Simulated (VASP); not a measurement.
VASP runs on BaTiO3 (space group P1) share one base input (PBEsol GGA, plane waves, VASP's PBE PAW potentials (set 64)) and change the settings named in each case.

POSCAR:
```
BaTiO3
1
    4.0000000000     0.0000000000     0.0000000000
    0.0000000000     4.0000000000     0.0000000000
    0.0000000000     0.0000000000     4.0000000000
Ba Ti O
1 1 3
Direct
 -0.0038430000  -0.0039880000  -0.0077810000
  0.5077620000   0.5000910000   0.4995910000
  0.4980690000  -0.0044550000   0.4985380000
 -0.0030940000   0.5099380000   0.5023070000
  0.5011060000   0.4984150000   0.0073450000
```

INCAR:
```
# general
SYSTEM =BaTiO3
PREC   =Accurate
ENCUT  =400   # plane-wave cut-off (eV)
LREAL  =F   # projection in real space or not
LASPH  =T

# electronic loop
EDIFF  =1E-6   # SCF stop (eV)
NELM   =100   # most electronic steps
ALGO   =Normal
LMAXMIX=4   # l cut-off of mixed one-centre charges

# smearing
ISMEAR =-1   # Fermi-Dirac
SIGMA  =0.02   # width (eV)

# functional
GGA    =PS   # PBEsol

# ions
ISIF   =2

# output
LWAVE  =F
LCHARG =F
```

File KPOINTS:
```
Regular mesh
0
Gamma
 4 4 4
0 0 0
```

POTCAR, in this order: Ba_sv Ti_sv O (PBE.64 set). Program: vasp_std.

| change | E(σ→0) (eV/atom) | pressure (GPa) | largest force (eV/Å) |
|---|---|---|---|
| base run | -8.3965 | -6.73 | 0.345 |
| GGA removed, POTCAR Ba_sv Ti_sv O (LDA.64 set) | -8.8259 | -11.00 | 0.351 |
| GGA_COMPAT = .FALSE., LNONCOLLINEAR = .TRUE., LSORBIT = .TRUE., MAGMOM = 0.0 0.0 0.0 0.0 0.0 0.0 0.0 0.0 0.0 0.0 0.0 0.0 0.0 0.0 0.0, program vasp_ncl | -8.4361 | ? | 0.345 |
| KPOINTS 7×7×7 Γ-centred mesh | -8.4004 | ? | ? |
| LDAU = .TRUE., LDAUJ = 0 0 0, LDAUL = -1 2 -1, LDAUTYPE = 2, LDAUU = 0 6.0 0 | -7.6042 | -1.68 | 0.387 |

Problem. What belongs in the gaps?

Solution. 
- KPOINTS 7×7×7 Γ-centred mesh, pressure (GPa): -6.75
- KPOINTS 7×7×7 Γ-centred mesh, largest force (eV/Å): 0.344
- GGA_COMPAT = .FALSE., LNONCOLLINEAR = .TRUE., LSORBIT = .TRUE., MAGMOM = 0.0 0.0 0.0 0.0 0.0 0.0 0.0 0.0 0.0 0.0 0.0 0.0 0.0 0.0 0.0, program vasp_ncl, pressure (GPa): -6.72

Energies of different potentials or functionals have different zeros.  Unless said otherwise, spin-orbit coupling is left out, though it shifts the bands of the heavy elements here. At 400 eV the pressure can carry a Pulay error.

Left out are runs that ran out of time, are held back, or changed the cell or the kind of run, fixed moments of cells without a moment, rows past the twelfth, gaps on odd meshes, pressures of charged cells and columns that move by less than the noise.

The structure is a typed BaTiO3 crystal. The cell was not relaxed at this level, its atoms were moved at random.
